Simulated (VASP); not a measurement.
Input of a VASP 6.6.1 run:

POSCAR

```
H12SO8
1.0
    6.3330260000      0.0000000000      0.0000000000
    0.0000000000      6.3330260000      0.0000000000
    0.0000000000      0.0000000000      6.3330260000
O H S
8 12 1
Direct
    0.9566832664      0.3279632833      0.4579643286
    0.1222954082      0.9692207169      0.6378783223
    0.5014032786      0.2247740654      0.3849028884
    0.5313099930      0.7648792220      0.6951021518
    0.3674546733      0.3734707547      0.8080655282
    0.8226241294      0.7724427470      0.4048617517
    0.7634896809      0.1557865071      0.9148391306
    1.0756153535      0.0593870924      1.1148540998
    0.8200819008      0.2703446978      0.4934292075
    0.9822950356      0.2659076404      0.3197681487
    0.0311383531      0.8902537270      0.5438316533
    0.0880463778      1.1176489722      0.6083189932
    0.4883921209      0.2966038668      0.2568598329
    0.4531640956      0.0857094223      0.3615964943
    0.4933660465      0.6335360063      0.7630949249
    0.3979614169      0.8255295336      0.6503684021
    0.3529276526      0.3378479735      0.6634269305
    0.4483796529      0.2565598183      0.8605522857
    0.7096765433      0.7816484568      0.5053982093
    0.8640419288      0.6190247758      0.4099462090
    0.9083651322     -0.0137375087      0.9776369148
```

Contents of INCAR.step1:

```
ALGO = Normal ; EDIFF = 1E-4
ENCUT = 520 ; GGA = PE
ISMEAR = -1 ; LASPH = True
LCHARG = False ; LREAL = Auto
LWAVE = True ; NBANDS = 49
NELM = 80 ; PREC = Accurate
SIGMA = 0.02
```

Contents of INCAR.step2:

```
ALGO = Normal ; EDIFF = 1E-6
ENCUT = 520 ; ISIF = 2
ISMEAR = -1 ; ISTART = 1
LASPH = True ; LCHARG = True
LELF = True ; LMIXTAU = True
LREAL = Auto ; LVHAR = True
LWAVE = False ; METAGGA = R2SCAN
NBANDS = 49 ; NELM = 80
PREC = Accurate ; SIGMA = 0.02
```

File KPOINTS:

```
k-points
0
Gamma
  1 1 1
```

Potentials or basis: VASP PAW PBE potentials, release 64 (O, H, S).

Launch:

```sh
$ cat potpaw_PBE.64/O/POTCAR potpaw_PBE.64/H/POTCAR potpaw_PBE.64/S/POTCAR > POTCAR
$ cp INCAR.step1 INCAR
$ mpirun -np 1 vasp_gam > vasp.out
$ cp INCAR.step2 INCAR
$ mpirun -np 1 vasp_gam > vasp.out
```

(1) What does it give for the pressure?

(2) What does it give for the band gap on the k mesh?

(3) Predict the largest force.

Results:

(1) 0.6 GPa.

(2) 3.72 eV, direct.

(3) 2.343 eV/Å.

Caveat: the PAW data sets were made with another functional, which shifts forces and pressure a little.
